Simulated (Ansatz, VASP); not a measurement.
## SiAs3: VASP beside Ansatz

```
Si As
1.0
     3.67011    2.11894    3.48599
    -3.67011    2.11894    3.48599
     0.00000   -4.23788    3.48599
Si As
2 6
Direct
  0.25760 0.25760 0.25760
  0.74240 0.74240 0.74240
  0.79670 0.25500 0.79670
  0.79670 0.79670 0.25500
  0.25500 0.79670 0.79670
  0.20330 0.74500 0.20330
  0.74500 0.20330 0.20330
  0.20330 0.20330 0.74500
```

Change from the starting cell: species swapped into the SnP3 type (R-3m, No. 166).

Alike in both runs: task relaxation of cell and atoms; functional PBE; k mesh 3 × 3 × 3; occupations gaussian, width 0.1 eV; no spin polarisation.

```csv
,VASP,Ansatz
version,VASP 6.6.1,Ansatz 0.2.0
potentials or method,"VASP PAW PBE potentials, release 64 (Si, As)","scalar-relativistic, plane waves, PAW"
plane-wave cutoff (eV),600,420
valence electrons in the cell,38,98
```

VASP gave:

```
gap on the k mesh at the Fermi level, each at its own relaxed structure (eV) : none
relaxed volume (Å³/atom)                                                     : 19.74
relaxed cell length with the largest relative difference (Å)                 : 5.407
energy change over the relaxation (meV/atom)                                 : -338
```

Question: Estimate Ansatz's values.

Answer: gap on the k mesh at the Fermi level, each at its own relaxed structure (eV): none; relaxed volume (Å³/atom): 19.73; relaxed cell length with the largest relative difference (Å): 5.407; energy change over the relaxation (meV/atom): -322.

A gap of «none» marks a metal or a gap that the smearing closes. The two sets of potentials don't hold the same shells in valence.

Caveats: the k mesh is coarse (spacing up to 0.39 Å⁻¹), so the values aren't converged.
